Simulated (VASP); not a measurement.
The system is NaLaMnMoO6.

```
Na La Mn Mo O
1.0
    -2.72294    2.72294    3.89889
     2.72294   -2.72294    3.89889
     2.72294    2.72294   -3.89889
Na La Mn Mo O
1 1 1 1 6
Direct
  0.25000 0.75000 0.50000
  0.75000 0.25000 0.50000
  0.50000 0.50000 0.00000
  0.00000 0.00000 0.00000
  0.20766 0.29607 0.50371
  0.29605 0.79234 0.08841
  0.79236 0.70395 0.49629
  0.70393 0.20764 0.91159
  0.25194 0.25194 0.00000
  0.74806 0.74806 0.00000
```

The cell was built by a generator and needn't be a form met in nature.

- Program: VASP 6.6.1
- Task: relaxation of cell and atoms
- Functional: rev-vdW-DF2
- Potentials or basis: VASP PAW PBE potentials, release 64 (Na_pv, La, Mn_pv, Mo_sv, O)
- Cutoff: 600 eV
- k mesh: 7 × 7 × 7
- Occupations: fermi-dirac, width 0.05 eV
- Spin: collinear spin, ferromagnetic start
- Starting moments: [0.0, 0.0, 4.0, 1.0, 0.0, 0.0, 0.0, 0.0, 0.0, 0.0] μB

At the start: pressure -3.3 GPa; volume 11.56 Å³/atom.

Task: Where does the relaxation end?

Result: Over 10 steps the energy falls by 3.0 meV/atom and the volume is 11.30 Å³/atom (-2.3 %); space group I-4 (No. 82, to 0.05 Å); moment 1.47 μB per cell.

Step by step:
```tsv
step	energy change (eV)	largest force (eV/Å)	pressure (GPa)	volume (Å³)
1	0.0000	0.0242	-3.28	115.63
2	-0.0114	0.3196	2.67	111.71
3	-0.0247	0.2083	-0.01	113.32
4	-0.0285	0.0662	0.28	112.90
5	-0.0285	0.0630	0.21	112.94
6	-0.0291	0.0430	-0.20	113.14
7	-0.0292	0.0399	-0.24	113.18
8	-0.0296	0.0202	-0.11	113.08
9	-0.0297	0.0236	0.00	113.02
10	-0.0298	0.0041	0.01	112.98
```

Final structure:
```
Na La Mn Mo O
1.0
    -2.70226    2.70226    3.86813
     2.70226   -2.70226    3.86813
     2.70226    2.70226   -3.86813
Na La Mn Mo O
1 1 1 1 6
Direct
  0.25000 0.75000 0.50000
  0.75000 0.25000 0.50000
  0.50000 0.50000 0.00000
  0.00000 0.00000 0.00000
  0.21007 0.29829 0.50500
  0.29493 0.78993 0.08822
  0.79329 0.70507 0.49500
  0.70171 0.20671 0.91178
  0.25293 0.25293 0.00000
  0.74707 0.74707 0.00000
```

Caveat: the PAW data sets were made with another functional, which shifts forces and pressure a little; a cell with one magnetic atom can't hold antiferromagnetic order, which such compounds often take.
